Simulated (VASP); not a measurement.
A convergence study with VASP on Pb (space group Fm-3m): a few settings are varied, all else stays as given below, so the limit is that of these other settings.

```
CELL_PARAMETERS angstrom
      0.00000     2.46758     2.46758
      2.46758     0.00000     2.46758
      2.46758     2.46758     0.00000
ATOMIC_POSITIONS crystal
  Pb 0.00000 0.00000 0.00000
```

These are PBE GGA, VASP's PBE PAW potentials (set 64) (plane waves; VASP) values and carry that method's errors. The last row used: 300 eV cut-off, 20×20×20 Γ-centred mesh, first-order Methfessel-Paxton smearing of 0.010 eV, potentials Pb_d.

| setting | E (eV/atom) | pressure (GPa) | irreducible k-points |
|---|---|---|---|
| SIGMA = 1.0 | -3.5478 | 2.19 | 256 |
| SIGMA = 0.5 | -3.5475 | 2.21 | 256 |
| SIGMA = 0.3 | -3.5477 | 2.21 | 256 |
| SIGMA = 0.2 | -3.5474 | 2.20 | 256 |
| SIGMA = 0.1 | -3.5470 | 2.17 | 256 |
| SIGMA = 0.05 | -3.5469 | 2.15 | 256 |
| SIGMA = 0.02 | -3.5469 | 2.14 | 256 |
| SIGMA = 0.01 | -3.5469 | 2.15 | 256 |

Left out are rungs that failed or repeat a setting and relaxations that didn't move; long series are thinned to 24 rows.

The structure is a typed Pb crystal (space group no. 225). The cell was not relaxed at this level.
